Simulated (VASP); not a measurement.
Set up this calculation in VASP 6.6.1, as the native input.

- Task: single point
- Functional: LDA
- Potentials or basis: VASP PAW LDA potentials, release 64 (Sr_sv, H, Os)
- Cutoff: 520 eV
- k mesh: 5 × 5 × 5
- Occupations: methfessel-paxton, width 0.1 eV
- Spin: no spin polarisation
- Dipole correction: no
- Further INCAR settings: ALGO = Fast; EDIFF = 1e-06; NBANDS = 27

The structure of Sr2H6Os lies in POSCAR:

```
Sr2H6Os
1.0
    0.0000000000      3.8122800000      3.8122800000
    3.8122800000      0.0000000000      3.8122800000
    3.8122800000      3.8122800000      0.0000000000
Sr H Os
2 6 1
Direct
    0.7500000000      0.7500000000      0.7500000000
    0.2500000000      0.2500000000      0.2500000000
    0.7738500000      0.7738500000      0.2261500000
    0.2261500000      0.7738500000      0.2261500000
    0.7738500000      0.2261500000      0.2261500000
    0.2261500000      0.2261500000      0.7738500000
    0.7738500000      0.2261500000      0.7738500000
    0.2261500000      0.7738500000      0.7738500000
    0.0000000000      0.0000000000      0.0000000000
```

The cell comes from a database or a generator and needn't be the stable form of this composition.

The input as run:

INCAR

```
  PREC = Accurate
  ENCUT = 520
  EDIFF = 1E-6
  ISMEAR = 1
  SIGMA = 0.1
  LREAL = F
  LASPH = T
  NELM = 80
  ALGO = Fast
  ISIF = 2
  LWAVE = F
  LCHARG = T
  LELF = T
  LVHAR = T
  NBANDS = 27
```

KPOINTS

```
regular mesh
0
Gamma
  5 5 5
```

Potentials or basis: VASP PAW LDA potentials, release 64 (Sr_sv, H, Os).

Run with:

```bash
$ cat potpaw_LDA.64/Sr_sv/POTCAR potpaw_LDA.64/H/POTCAR potpaw_LDA.64/Os/POTCAR > POTCAR
$ mpirun -np 1 vasp_std > vasp.out
```

It gave:

The pressure is -3.0 GPa, the largest force is 0.027 eV/Å and the band gap on the k mesh is 2.44 eV, indirect (least direct gap 2.50 eV).

Caveat: spin-orbit coupling is left out, which moves the levels of the heavy elements; an odd mesh through Γ misses points on the zone boundary, where band edges often lie.

Run time: 80 s on 1 thread of Intel(R) Xeon(R) Platinum 8375C CPU @ 2.90GHz (Ice Lake), on a shared host, peak memory 0.2 GiB.
